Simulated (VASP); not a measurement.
Given:

```
Au
1.0
    0.00000     2.04000     2.04000
    2.04000     0.00000     2.04000
    2.04000     2.04000     0.00000
Au
1
Direct
  0.00000   0.00000   0.00000
```

These are PBE GGA, VASP's PBE PAW potentials (set 64) (plane waves; VASP) values and carry that method's errors. Numerical set-up: 520 eV cut-off, 14×14×14 Γ-centred mesh, first-order Methfessel-Paxton smearing of 0.10 eV, potentials Au.

Energy and stress use the plane-wave basis of the starting cell.

### Question
The ions, cell shape and volume are relaxed. What does this cell relax into?

### Answer

```
Au
1.0
    0.00000     2.07725     2.07725
    2.07725     0.00000     2.07725
    2.07725     2.07725     0.00000
Au
1
Cartesian
  0.00000   0.00000   0.00000
```
Space group Fm-3m (225), at a tolerance of 0.03 Å.

### Question
How do energy and volume change from the first to the last step?

### Answer
The energy (σ→0) changes by -24.9 meV/atom and the volume by +5.6 %, in 4 ionic steps.

```csv
step,E(σ→0) (eV),max force (eV/Å),pressure (GPa),volume (Å³)
1,-3.1924,0.000,9.03,16.98
2,-3.1716,0.000,-8.66,19.44
3,-3.2173,0.000,-0.17,17.95
4,-3.2174,0.000,-0.04,17.93
```

The compound is Au in the fcc structure. This run relaxes it. Symmetry was kept, so distortions that lower it aren't found.
